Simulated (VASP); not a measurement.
```
CELL_PARAMETERS angstrom
      1.78759    -3.09620     0.00000
      1.78759     3.09620     0.00000
      0.00000     0.00000     5.52996
ATOMIC_POSITIONS crystal
  Dy 0.33333 0.66667 0.25000
  Dy 0.66667 0.33333 0.75000
```

Calculation: rev-vdW-DF2, VASP's PBE PAW potentials (set 64) (plane waves; VASP 6.6.1). Numerical set-up: 520 eV cut-off, 13×13×8 Γ-centred mesh, tetrahedra with Blöchl corrections, potentials Dy_3.

The 4f electrons are frozen in the core of the lanthanide potential, so 4f levels, which can set the real gap, and their magnetism are missing.

Q: What does the run give for the energy per atom (σ→0), band gap (on the k-mesh) with the smallest direct gap where there is one?

A: 
- band gap (on the k-mesh): none (metal, semimetal or under 0.01 eV)
- energy per atom (σ→0): -2281 meV/atom

The compound is Dy in the hcp structure. It was relaxed first.
